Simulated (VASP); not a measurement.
Sn2HBr3:

```xyz
6
Lattice="4.1470 0.0000 0.0000 -2.0735 3.5914 0.0000 0.0000 0.0000 12.7664" Properties=species:S:1:pos:R:3 pbc="T T T"
Sn    0.0000    2.3943    5.5823
Sn    0.0000    2.3943    0.1543
H     2.0735    1.1971    0.7082
Br    2.0735    1.1971    7.3634
Br    0.0000    0.0000    3.7548
Br    0.0000    0.0000   11.1604
```

The cell was built by a generator and needn't be a form met in nature.

Base run:

* Program: VASP 6.6.1
* Functional: HSE06
* Potentials or basis: VASP PAW PBE potentials, release 64 (Sn_d, H, Br)
* Cutoff: 520 eV
* k mesh: 6 × 6 × 2
* Occupations: gaussian, width 0.02 eV
* Spin: no spin polarisation

Its results: band gap on the k mesh 0.61 eV, direct; pressure -0.7 GPa; largest force 0.160 eV/Å.

Problem. The run is repeated on the same cell with these changes: functional from HSE06 to PBE; further incar settings from ALGO = Normal; EDIFF = 1e-05 to ALGO = Normal; EDIFF = 1e-06. What comes out?

Solution. Band gap on the k mesh 0.41 eV, direct; pressure 0.0 GPa; largest force 0.020 eV/Å.

Caveats: spin-orbit coupling is left out, which moves the levels of the heavy elements; this functional lacks dispersion, which binds the layers, so the pressure and a relaxed spacing across them are unreliable; the PAW data sets were made with another functional, which shifts forces and pressure a little (some runs).

A k mesh can miss the band edges.
